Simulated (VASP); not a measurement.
```
RbBr
1.0
    0.00000     3.62713     3.62713
    3.62713     0.00000     3.62713
    3.62713     3.62713     0.00000
Rb Br
1 1
Cartesian
  0.00000   0.00000   0.00000
  3.62713   3.62713   3.62713
```

Method: RPBE GGA, VASP's PBE PAW potentials (set 64) (plane waves; VASP). Settings: 520 eV cut-off, 7×7×7 Γ-centred mesh, tetrahedra with Blöchl corrections, potentials Rb_sv Br.

Question: Estimate the energy per atom (σ→0), band gap (on the k-mesh) with the smallest direct gap where there is one.

Answer: 
```
Quantity                                      Value
-----------------------------------  --------------
band gap (on the k-mesh)                    4.26 eV
smallest direct gap (on the k-mesh)         4.26 eV
energy per atom (σ→0)                -2.912 eV/atom
```

Only differences to runs with the same potentials and settings are physical.

The compound is RbBr in the rock salt structure. It was relaxed first, which changed the volume by +17 %.
